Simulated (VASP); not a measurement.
Computed with PBEsol GGA, VASP's PBE PAW potentials (set 64) (plane waves; VASP 6.6.1).

A VASP calculation is set up with these files.

POSCAR:
```
BaS3
1
    6.8231389991     0.0000000000    -0.0000000000
    0.0000000000     6.8231389991     0.0000000000
   -0.0000000000     0.0000000000     4.1337926416
Ba S
2 6
Direct
  1.0000000000   0.0000000000   1.0000000000
  0.5000000000   0.5000000000   0.0000000000
  0.0000000000   0.5000000000   0.2045892132
  0.5000000000   0.0000000000   0.7954107868
  0.1805457085   0.3194542915   0.4777421241
  0.6805457085   0.1805457085   0.5222578759
  0.3194542915   0.8194542915   0.5222578759
  0.8194542915   0.6805457085   0.4777421241
```

INCAR:
```
LASPH=.True.   # aspherical one-centre terms
GGA=PS   # PBEsol
EDIFFG=-0.02
ALGO=Normal   # blocked Davidson
LMAXMIX=4   # l cut-off of mixed one-centre charges
LREAL=.False.   # projection in real space or not
SIGMA=0.05
LCHARG=.False.
IBRION=2   # conjugate gradients
NSW=60
LWAVE=.False.
SYSTEM=BaS3
ENCUT=400
ISIF=3   # ions, shape and volume
NELM=100   # most electronic steps
EDIFF=1E-6
ISMEAR=0   # Gaussian
PREC=Accurate
```

**KPOINTS**
```
K-points
0
G
  3 3 5
0 0 0
```

POTCAR, in this order: Ba_sv S (PBE.64 set). Program: vasp_std.

What will the output report for the number of irreducible k-points (NKPTS), number of bands (NBANDS), largest plane-wave count, number of space-group operations, FFT grid (NGX, NGY, NGZ)?

The number of irreducible k-points (NKPTS) comes out as 9 and the number of bands (NBANDS) comes out as 33. The largest plane-wave count comes out as 3510, the number of space-group operations is 8 and the FFT grid (NGX, NGY, NGZ) is 48 × 48 × 28.

The compound is BaS3 in the sg113 structure. This run relaxes it. Symmetry was kept, so distortions that lower it aren't found. The start is the result of an earlier pass.
